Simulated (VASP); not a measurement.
Input:

```xyz
2
Lattice="0.0000 3.4450 3.4450 3.4450 0.0000 3.4450 3.4450 3.4450 0.0000" Properties=species:S:1:pos:R:3 pbc="T T T"
Rb     0.0000     0.0000     0.0000
Br     3.4450     3.4450     3.4450
```

Method: PBE GGA with D3 dispersion (Becke-Johnson damping), VASP's PBE PAW potentials (set 64) (plane waves; VASP). Settings: 520 eV cut-off, Gaussian smearing of 0.050 eV, potentials Rb_sv Br.

Task: Give the energies of bands 6 to 11 at the high-symmetry points, in eV from the valence-band maximum.

Result: 
| band | Γ | X | U | L | W |
|---|---|---|---|---|---|
| 6 | 0.00 | -0.47 | -0.48 | -0.96 | -0.48 |
| 7 | 0.00 | -0.16 | -0.41 | -0.34 | -0.34 |
| 8 | 0.00 | -0.16 | -0.26 | -0.34 | -0.34 |
| 9 | 4.32 | 5.63 | 6.34 | 6.77 | 7.07 |
| 10 | 7.28 | 7.07 | 8.05 | 7.66 | 7.07 |
| 11 | 7.28 | 9.14 | 8.12 | 9.44 | 8.20 |

The gap is direct, 4.32 eV, from the valence maximum at Γ to the conduction minimum at Γ.

Measured: gap 7.20 eV (computed value off by -2.88 eV), as given by Aguado et al., (1998), arXiv:cond-mat/9809176.

The compound is RbBr in the rock salt structure. The cell was not relaxed at this level.
